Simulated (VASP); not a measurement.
# TePt: structure and properties in VASP, part 4 of 6

How well does PBEsol reproduce what experiment finds for TePt? The cell is relaxed first, and properties follow on it. The start is a cell from a database of measured crystal structures.

VASP 6.6.1; PBEsol; plane waves and PAW (Te, Pt).

Still holding for the runs below: The k-mesh is coarse for a metal.

So far. Step 4 (Band structure (PBEsol)): There is no gap at this level. Step 5 (Density of states (PBEsol)): The finer mesh and the other smearing move the Fermi level by +0.03 eV from the 7×7×7 run, a small shift, which tests the Fermi level alone. Of the states within 0.3 eV of the Fermi level, the largest shares in the PAW spheres are Te p 29 %, Pt d 28 % and Pt p 12 %. The rest lies in smaller channels or between the spheres.

The database entry behind the starting cell differs from later determinations by our own check (c about 0.8 % long), so it need not match the best structure at ambient conditions.

## 6. Volume scan with PBEsol, volume scale 0.94

An equation of state needs energies on both sides of the minimum, all on one mesh and cutoff.

Contents of INCAR:

```
SYSTEM = TePt
PREC = Accurate
ENCUT = 400
EDIFF = 1E-06
NELM = 100
ISMEAR = 0
SIGMA = 0.05
LREAL = .FALSE.
ALGO = Normal
GGA = PS
NBANDS = 22
LASPH = .TRUE.
LORBIT = 11
LWAVE = .FALSE.
LCHARG = .FALSE.
KPAR = 4
ISIF = 2
```

Contents of POSCAR:

```
TePt
1.0
   -3.8736695946      0.0000000000      0.0000000000
    1.9368347973     -3.3546962748      0.0000000000
    1.9368347973      1.1182320916      6.4912951757
Te Pt
2 2
Direct
    0.1974739032      0.0987369516      0.2962108549
    0.8025260968      0.9012630484      0.7037891451
    0.7400761124      0.3700380562      0.1101141686
    0.2599238876      0.6299619438      0.8898858314
```

Contents of KPOINTS:

```
Automatic mesh
0
Gamma
7 7 7
0 0 0
```

PAW data sets: Te and Pt (PBE family, release 64).

Launch:

```
$ mpirun -np 4 vasp_std
```

What it wrote:

```text
[... set-up lines as in an earlier step ...]
 entering main loop
       N       E                     dE             d eps       ncg     rms          rms(c)
DAV:   1     0.144503347974E+03    0.14450E+03   -0.12236E+04  1936   0.105E+03
DAV:   2    -0.165943200916E+02   -0.16110E+03   -0.14997E+03  2358   0.220E+02
DAV:   3    -0.228812961149E+02   -0.62870E+01   -0.61537E+01  2334   0.436E+01
DAV:   4    -0.229662564580E+02   -0.84960E-01   -0.84927E-01  2356   0.567E+00
DAV:   5    -0.229675952783E+02   -0.13388E-02   -0.13386E-02  2380   0.670E-01    0.190E+01
DAV:   6    -0.223719007198E+02    0.59569E+00   -0.17891E+00  2128   0.112E+01    0.107E+01
DAV:   7    -0.222513907808E+02    0.12051E+00   -0.39143E-01  2038   0.540E+00    0.316E+00
DAV:   8    -0.222086202341E+02    0.42771E-01   -0.11696E-01  2068   0.305E+00    0.107E+00
DAV:   9    -0.222079531303E+02    0.66710E-03   -0.14290E-02  2284   0.740E-01    0.365E-01
DAV:  10    -0.222074465581E+02    0.50657E-03   -0.28223E-03  2194   0.375E-01    0.142E-01
DAV:  11    -0.222074223786E+02    0.24179E-04   -0.12768E-04  2286   0.730E-02    0.597E-02
DAV:  12    -0.222074155112E+02    0.68674E-05   -0.22490E-05  2254   0.374E-02    0.448E-02
DAV:  13    -0.222074131614E+02    0.23498E-05   -0.60761E-06  2230   0.181E-02    0.106E-02
DAV:  14    -0.222074128108E+02    0.35064E-06   -0.88509E-07  1202   0.611E-03
   1 F= -.22207413E+02 E0= -.22206340E+02  d E =-.214614E-02
```

Elapsed: 14 s, on 4 MPI ranks of Intel Xeon 6975P-C (Granite Rapids), shared host; peak memory 0.85 GiB.

Parts of OUTCAR (step 6):

```text
   ENCUT  =  400.0 eV  29.40 Ry    5.42 a.u.   6.32  6.32 11.20*2*pi/ulx,y,z

   NELECT =      32.0000    total number of electrons

 E-fermi :   9.3405

 k-point     1 :       0.0000    0.0000    0.0000
  band No.  band energies     occupation
    ...
      9       6.0827      2.00000
     10       6.0827      2.00000
     11       7.2435      2.00000
     12       7.2435      2.00000
     13       7.5202      2.00000
     14      10.0952      0.00000
     15      10.0952      0.00000
     16      10.5010      0.00000
     17      10.7938      0.00000
     18      12.5518      0.00000
    ...

  Total        5.5866426      5.5866426      4.2081527      0.0000000     -0.0000000     -0.0000000
  in kB      106.1095156    106.1095156     79.9272607      0.0000000     -0.0000000     -0.0000000
  external PRESSURE =      97.3820973 kB  Pullay stress =       0.0000000 kB

 POSITION                                       TOTAL-FORCE (eV/Angst)
 -----------------------------------------------------------------------------------
      0.00000      0.00000      1.92279         0.000000     -0.000000      0.830828
     -0.00000     -2.23646      4.56850        -0.000000      0.000000     -0.830828
     -1.93683     -1.11823      0.71478         0.000000     -0.000000      0.006446
      1.93683     -1.11823      5.77651         0.000000      0.000000     -0.006446
 -----------------------------------------------------------------------------------
    total drift:                                0.000000      0.000000      0.000000

  FREE ENERGIE OF THE ION-ELECTRON SYSTEM (eV)
  ---------------------------------------------------
  free  energy   TOTEN  =       -22.2074128108 eV

  energy  without entropy=      -22.2052666703  energy(sigma->0) =      -22.20633974

[... 3 parts as in an earlier step ...]

[... 13 further parts left out ...]
```

The scan keeps the cell's shape and the fractional positions fixed.

Numbers from this step:

```
SCF cycles              : 14
bands                   : 22
irreducible k-points    : 44
free energy (TOTEN)     : -22.21 eV
energy at zero smearing : -22.21 eV
Fermi energy            : 9.341 eV
pressure                : 9.738 GPa
```

Force by atom:

| atom | x (eV/Å) | y (eV/Å) | z (eV/Å) | size |
| --- | --- | --- | --- | --- |
| Te1 | 0.000 | 0.000 | 0.831 | 0.831 |
| Te2 | 0.000 | 0.000 | -0.831 | 0.831 |
| Pt3 | 0.000 | 0.000 | 0.006 | 0.006 |
| Pt4 | 0.000 | 0.000 | -0.006 | 0.006 |

The pressure here is 9.74 GPa.

## 7. Volume scan with PBEsol, volume scale 0.96

INCAR is that of step 6.

Contents of POSCAR:

```
TePt
1.0
   -3.9009498567      0.0000000000      0.0000000000
    1.9504749284     -3.3783216748      0.0000000000
    1.9504749284      1.1261072250      6.5370100281
Te Pt
2 2
Direct
    0.1974739032      0.0987369516      0.2962108549
    0.8025260968      0.9012630484      0.7037891451
    0.7400761124      0.3700380562      0.1101141686
    0.2599238876      0.6299619438      0.8898858314
```

KPOINTS is that of step 6.

Launch:

```
$ mpirun -np 4 vasp_std
```

What it wrote:

```text
[... set-up lines as in an earlier step ...]
 entering main loop
       N       E                     dE             d eps       ncg     rms          rms(c)
DAV:   1     0.143584297537E+03    0.14358E+03   -0.12276E+04  1936   0.104E+03
DAV:   2    -0.167339415609E+02   -0.16032E+03   -0.14942E+03  2322   0.220E+02
DAV:   3    -0.229701902253E+02   -0.62362E+01   -0.61109E+01  2324   0.431E+01
DAV:   4    -0.230559389016E+02   -0.85749E-01   -0.85708E-01  2418   0.569E+00
DAV:   5    -0.230571875324E+02   -0.12486E-02   -0.12485E-02  2386   0.634E-01    0.181E+01
DAV:   6    -0.224606692063E+02    0.59652E+00   -0.18476E+00  2110   0.113E+01    0.102E+01
DAV:   7    -0.223412021066E+02    0.11947E+00   -0.39762E-01  2050   0.548E+00    0.317E+00
DAV:   8    -0.222973790984E+02    0.43823E-01   -0.12262E-01  2074   0.308E+00    0.110E+00
DAV:   9    -0.222967660931E+02    0.61301E-03   -0.14079E-02  2266   0.731E-01    0.392E-01
DAV:  10    -0.222962237679E+02    0.54233E-03   -0.30008E-03  2182   0.384E-01    0.128E-01
DAV:  11    -0.222961956897E+02    0.28078E-04   -0.14481E-04  2300   0.755E-02    0.552E-02
DAV:  12    -0.222961914672E+02    0.42225E-05   -0.19878E-05  2266   0.340E-02    0.425E-02
DAV:  13    -0.222961895413E+02    0.19260E-05   -0.45241E-06  2218   0.158E-02    0.121E-02
DAV:  14    -0.222961891592E+02    0.38203E-06   -0.88096E-07  1154   0.620E-03
   1 F= -.22296189E+02 E0= -.22295044E+02  d E =-.228947E-02
```

Elapsed: 15 s, on 4 MPI ranks; peak memory 0.84 GiB.

OUTCAR, selected parts (step 7):

```text
   ENCUT  =  400.0 eV  29.40 Ry    5.42 a.u.   6.36  6.36 11.28*2*pi/ulx,y,z

   NELECT =      32.0000    total number of electrons

 E-fermi :   9.0032

 k-point     1 :       0.0000    0.0000    0.0000
  band No.  band energies     occupation
    ...
      9       5.8342      2.00000
     10       5.8342      2.00000
     11       6.9768      2.00000
     12       6.9768      2.00000
     13       7.2337      2.00000
     14       9.7372      0.00000
     15       9.7372      0.00000
     16      10.0853      0.00000
     17      10.3960      0.00000
     18      12.1176      0.00000
    ...

  Total        3.5716964      3.5716964      2.6886848     -0.0000000      0.0000000      0.0000000
  in kB       66.4254653     66.4254653     50.0034488     -0.0000000      0.0000000      0.0000000
  external PRESSURE =      60.9514598 kB  Pullay stress =       0.0000000 kB

 POSITION                                       TOTAL-FORCE (eV/Angst)
 -----------------------------------------------------------------------------------
      0.00000      0.00000      1.93633         0.000000      0.000000      0.530204
     -0.00000     -2.25221      4.60068        -0.000000     -0.000000     -0.530204
     -1.95047     -1.12611      0.71982         0.000000      0.000000      0.001755
      1.95047     -1.12611      5.81719        -0.000000     -0.000000     -0.001755
 -----------------------------------------------------------------------------------
    total drift:                                0.000000      0.000000      0.000000

  FREE ENERGIE OF THE ION-ELECTRON SYSTEM (eV)
  ---------------------------------------------------
  free  energy   TOTEN  =       -22.2961891592 eV

  energy  without entropy=      -22.2938996931  energy(sigma->0) =      -22.29504443

[... 3 parts as in an earlier step ...]

[... 13 further parts left out ...]
```

Numbers from this step:

```
free energy (TOTEN)     : -22.30 eV
energy at zero smearing : -22.30 eV
Fermi energy            : 9.003 eV
pressure                : 6.095 GPa
```

Force by atom:

| atom | x (eV/Å) | y (eV/Å) | z (eV/Å) | size |
| --- | --- | --- | --- | --- |
| Te1 | 0.000 | 0.000 | 0.530 | 0.530 |
| Te2 | 0.000 | 0.000 | -0.530 | 0.530 |
| Pt3 | 0.000 | 0.000 | 0.002 | 0.002 |
| Pt4 | 0.000 | 0.000 | -0.002 | 0.002 |

The pressure falls from 9.74 to 6.10 GPa.

The run ends at a pressure of 6.10 GPa, with forces up to 0.53 eV/Å.

## 8. Volume scan with PBEsol, volume scale 0.98

INCAR is that of step 7.

Contents of POSCAR:

```
TePt
1.0
   -3.9278538094      0.0000000000      0.0000000000
    1.9639269047     -3.4016211813      0.0000000000
    1.9639269047      1.1338737271      6.5820942806
Te Pt
2 2
Direct
    0.1974739032      0.0987369516      0.2962108549
    0.8025260968      0.9012630484      0.7037891451
    0.7400761124      0.3700380562      0.1101141686
    0.2599238876      0.6299619438      0.8898858314
```

KPOINTS is that of step 7.

Launch:

```
$ mpirun -np 4 vasp_std
```

What it wrote:

```text
[... set-up lines as in an earlier step ...]
 entering main loop
       N       E                     dE             d eps       ncg     rms          rms(c)
DAV:   1     0.141761323841E+03    0.14176E+03   -0.12166E+04  1936   0.104E+03
DAV:   2    -0.166339461488E+02   -0.15840E+03   -0.14695E+03  2300   0.217E+02
DAV:   3    -0.230166888496E+02   -0.63827E+01   -0.62527E+01  2320   0.436E+01
DAV:   4    -0.231069663506E+02   -0.90278E-01   -0.90233E-01  2374   0.583E+00
[...]
DAV:  12    -0.223465798596E+02    0.18984E-05   -0.18494E-05  2308   0.315E-02    0.394E-02
DAV:  13    -0.223465783802E+02    0.14794E-05   -0.31096E-06  1824   0.135E-02    0.128E-02
DAV:  14    -0.223465779699E+02    0.41037E-06   -0.10330E-06  1184   0.665E-03
   1 F= -.22346578E+02 E0= -.22345360E+02  d E =-.243508E-02
```

Elapsed: 15 s, on 4 MPI ranks; peak memory 0.84 GiB.

From OUTCAR (step 8):

```text
  Total        1.7201705      1.7201705      1.2901470      0.0000000     -0.0000000      0.0000000
  in kB       31.3383921     31.3383921     23.5041430      0.0000000     -0.0000000      0.0000000
  external PRESSURE =      28.7269757 kB  Pullay stress =       0.0000000 kB

 POSITION                                       TOTAL-FORCE (eV/Angst)
 -----------------------------------------------------------------------------------
      0.00000      0.00000      1.94969        -0.000000     -0.000000      0.256413
     -0.00000     -2.26775      4.63241        -0.000000      0.000000     -0.256413
     -1.96393     -1.13387      0.72478         0.000000      0.000000     -0.001313
      1.96393     -1.13387      5.85731         0.000000     -0.000000      0.001313
 -----------------------------------------------------------------------------------
    total drift:                                0.000000      0.000000      0.000000

  FREE ENERGIE OF THE ION-ELECTRON SYSTEM (eV)
  ---------------------------------------------------
  free  energy   TOTEN  =       -22.3465779699 eV

  energy  without entropy=      -22.3441428891  energy(sigma->0) =      -22.34536043

[... 1 part as in an earlier step ...]

[... 2 further parts left out ...]
[key lines of the parts left out:]
E-fermi :   8.6798
```

The pressure falls from 6.10 to 2.87 GPa.

The run ends at a pressure of 2.87 GPa, with forces up to 0.26 eV/Å.

## 9. Volume scan with PBEsol, volume scale 1

INCAR is that of step 8.

Contents of POSCAR:

```
TePt
1.0
   -3.9543941672      0.0000000000      0.0000000000
    1.9771970836     -3.4246058054      0.0000000000
    1.9771970836      1.1415352685      6.6265692397
Te Pt
2 2
Direct
    0.1974739032      0.0987369516      0.2962108549
    0.8025260968      0.9012630484      0.7037891451
    0.7400761124      0.3700380562      0.1101141686
    0.2599238876      0.6299619438      0.8898858314
```

KPOINTS is that of step 8.

Launch:

```
$ mpirun -np 4 vasp_std
```

What it wrote:

```text
[... set-up lines as in an earlier step ...]
 entering main loop
       N       E                     dE             d eps       ncg     rms          rms(c)
DAV:   1     0.141996091083E+03    0.14200E+03   -0.12205E+04  1936   0.104E+03
DAV:   2    -0.168978819854E+02   -0.15889E+03   -0.14889E+03  2348   0.216E+02
DAV:   3    -0.230363201932E+02   -0.61384E+01   -0.60122E+01  2316   0.426E+01
DAV:   4    -0.231243126458E+02   -0.87992E-01   -0.87915E-01  2388   0.568E+00
[...]
DAV:  12    -0.223629505553E+02    0.29959E-06   -0.17240E-05  2298   0.292E-02    0.372E-02
DAV:  13    -0.223629494681E+02    0.10871E-05   -0.22911E-06  1640   0.119E-02    0.129E-02
DAV:  14    -0.223629490369E+02    0.43128E-06   -0.12244E-06  1172   0.714E-03
   1 F= -.22362949E+02 E0= -.22361653E+02  d E =-.259244E-02
```

Run time: 14 s. Hardware: 4 MPI ranks; peak memory 0.85 GiB.

OUTCAR, selected parts (step 9):

```text
  Total        0.0168715      0.0168715      0.0043866      0.0000000      0.0000000      0.0000000
  in kB        0.3012202      0.3012202      0.0783179      0.0000000      0.0000000      0.0000000
  external PRESSURE =       0.2269195 kB  Pullay stress =       0.0000000 kB

 POSITION                                       TOTAL-FORCE (eV/Angst)
 -----------------------------------------------------------------------------------
      0.00000      0.00000      1.96286        -0.000000      0.000000      0.007345
     -0.00000     -2.28307      4.66371         0.000000     -0.000000     -0.007345
     -1.97720     -1.14154      0.72968         0.000000     -0.000000     -0.003117
      1.97720     -1.14154      5.89689        -0.000000      0.000000      0.003117
 -----------------------------------------------------------------------------------
    total drift:                                0.000000      0.000000      0.000000

  FREE ENERGIE OF THE ION-ELECTRON SYSTEM (eV)
  ---------------------------------------------------
  free  energy   TOTEN  =       -22.3629490369 eV

  energy  without entropy=      -22.3603565929  energy(sigma->0) =      -22.36165281

[... 2 parts as in an earlier step ...]

[... 1 further part left out ...]
[key lines of the parts left out:]
E-fermi :   8.3695
```

The pressure falls from 2.87 to 0.02 GPa.

The run ends at a pressure of 0.02 GPa, with forces up to 0.0073 eV/Å.

## 10. Volume scan with PBEsol, volume scale 1.02

INCAR is that of step 9.

Contents of POSCAR:

```
TePt
1.0
   -3.9805829713      0.0000000000      0.0000000000
    1.9902914856     -3.4472859750      0.0000000000
    1.9902914856      1.1490953250      6.6704550832
Te Pt
2 2
Direct
    0.1974739032      0.0987369516      0.2962108549
    0.8025260968      0.9012630484      0.7037891451
    0.7400761124      0.3700380562      0.1101141686
    0.2599238876      0.6299619438      0.8898858314
```

KPOINTS is that of step 9.

Launch:

```
$ mpirun -np 4 vasp_std
```

What it wrote:

```text
[... set-up lines as in an earlier step ...]
 entering main loop
       N       E                     dE             d eps       ncg     rms          rms(c)
DAV:   1     0.138995624253E+03    0.13900E+03   -0.11993E+04  1936   0.104E+03
DAV:   2    -0.167137076712E+02   -0.15571E+03   -0.14557E+03  2374   0.214E+02
DAV:   3    -0.230210294967E+02   -0.63073E+01   -0.62097E+01  2340   0.431E+01
DAV:   4    -0.231113632614E+02   -0.90334E-01   -0.90261E-01  2400   0.576E+00
[...]
DAV:  11    -0.223493093755E+02    0.40185E-04   -0.19566E-04  2260   0.834E-02    0.437E-02
DAV:  12    -0.223493106650E+02   -0.12894E-05   -0.16332E-05  2314   0.270E-02    0.343E-02
DAV:  13    -0.223493100158E+02    0.64918E-06   -0.16204E-06  1466   0.101E-02
   1 F= -.22349310E+02 E0= -.22347927E+02  d E =-.276523E-02
```

It took 15 s on 4 MPI ranks; peak memory 0.85 GiB.

Parts of OUTCAR (step 10):

```text
  Total       -1.5393560     -1.5393560     -1.1552101     -0.0000000      0.0000000      0.0000000
  in kB      -26.9445041    -26.9445041    -20.2205098     -0.0000000      0.0000000      0.0000000
  external PRESSURE =     -24.7031727 kB  Pullay stress =       0.0000000 kB

 POSITION                                       TOTAL-FORCE (eV/Angst)
 -----------------------------------------------------------------------------------
      0.00000      0.00000      1.97586         0.000000     -0.000000     -0.217411
     -0.00000     -2.29819      4.69459        -0.000000      0.000000      0.217411
     -1.99029     -1.14910      0.73451         0.000000     -0.000000     -0.004640
      1.99029     -1.14910      5.93594        -0.000000      0.000000      0.004640
 -----------------------------------------------------------------------------------
    total drift:                                0.000000      0.000000      0.000000

  FREE ENERGIE OF THE ION-ELECTRON SYSTEM (eV)
  ---------------------------------------------------
  free  energy   TOTEN  =       -22.3493100158 eV

  energy  without entropy=      -22.3465447822  energy(sigma->0) =      -22.34792740

[... 1 part as in an earlier step ...]

[... 2 further parts left out ...]
[key lines of the parts left out:]
E-fermi :   8.0715
```

The pressure falls from 0.02 to -2.47 GPa.

The run ends at a pressure of -2.47 GPa, with forces up to 0.22 eV/Å.

## 11. Volume scan with PBEsol, volume scale 1.04

INCAR is that of step 10.

Contents of POSCAR:

```
TePt
1.0
   -4.0064316369      0.0000000000      0.0000000000
    2.0032158185     -3.4696715761      0.0000000000
    2.0032158185      1.1565571921      6.7137709403
Te Pt
2 2
Direct
    0.1974739032      0.0987369516      0.2962108549
    0.8025260968      0.9012630484      0.7037891451
    0.7400761124      0.3700380562      0.1101141686
    0.2599238876      0.6299619438      0.8898858314
```

KPOINTS is that of step 10.

Launch:

```
$ mpirun -np 4 vasp_std
```

What it wrote:

```text
[... set-up lines as in an earlier step ...]
 entering main loop
       N       E                     dE             d eps       ncg     rms          rms(c)
DAV:   1     0.139149203014E+03    0.13915E+03   -0.11986E+04  1936   0.103E+03
DAV:   2    -0.167863253334E+02   -0.15594E+03   -0.14542E+03  2388   0.210E+02
DAV:   3    -0.229805008169E+02   -0.61942E+01   -0.60846E+01  2332   0.425E+01
DAV:   4    -0.230719301545E+02   -0.91429E-01   -0.91365E-01  2474   0.577E+00
[...]
DAV:  11    -0.223091676646E+02    0.44922E-04   -0.21839E-04  2262   0.872E-02    0.407E-02
DAV:  12    -0.223091704274E+02   -0.27629E-05   -0.16309E-05  2292   0.254E-02    0.309E-02
DAV:  13    -0.223091701754E+02    0.25208E-06   -0.11828E-06  1520   0.847E-03
   1 F= -.22309170E+02 E0= -.22307733E+02  d E =-.287380E-02
```

Wall time 14 s (4 MPI ranks); peak memory 0.84 GiB; 38 s of CPU time.

Parts of OUTCAR (step 11):

```text
  Total       -2.9837238     -2.9837238     -2.2268429      0.0000000     -0.0000000     -0.0000000
  in kB      -51.2220049    -51.2220049    -38.2285242      0.0000000     -0.0000000     -0.0000000
  external PRESSURE =     -46.8908446 kB  Pullay stress =       0.0000000 kB

 POSITION                                       TOTAL-FORCE (eV/Angst)
 -----------------------------------------------------------------------------------
      0.00000      0.00000      1.98869        -0.000000     -0.000000     -0.420953
     -0.00000     -2.31311      4.72508         0.000000      0.000000      0.420953
     -2.00322     -1.15656      0.73928        -0.000000     -0.000000     -0.005298
      2.00322     -1.15656      5.97449         0.000000      0.000000      0.005298
 -----------------------------------------------------------------------------------
    total drift:                                0.000000      0.000000      0.000000

  FREE ENERGIE OF THE ION-ELECTRON SYSTEM (eV)
  ---------------------------------------------------
  free  energy   TOTEN  =       -22.3091701754 eV

  energy  without entropy=      -22.3062963744  energy(sigma->0) =      -22.30773327

[... 1 part as in an earlier step ...]

[... 2 further parts left out ...]
[key lines of the parts left out:]
E-fermi :   7.7853
```

The pressure falls from -2.47 to -4.69 GPa.

The run ends at a pressure of -4.69 GPa, with forces up to 0.42 eV/Å.

[end of part 4 of 6]

[Lines on the potential files, build, host, timing and source positions are cut from VASP's logs without a mark.]

[Logs are printed without paths, hosts, clocks, repeated set-up lines and the standing remarks that a program may print on its own settings, such as how far it seeks lower states.]

[Hosts, paths, dates, database ids (printed as entryN), source tags and the programs' standing remarks are cut or masked in the printed files.]

[A measured line is paired with the nearest computed mode of its activity, which favours agreement.]
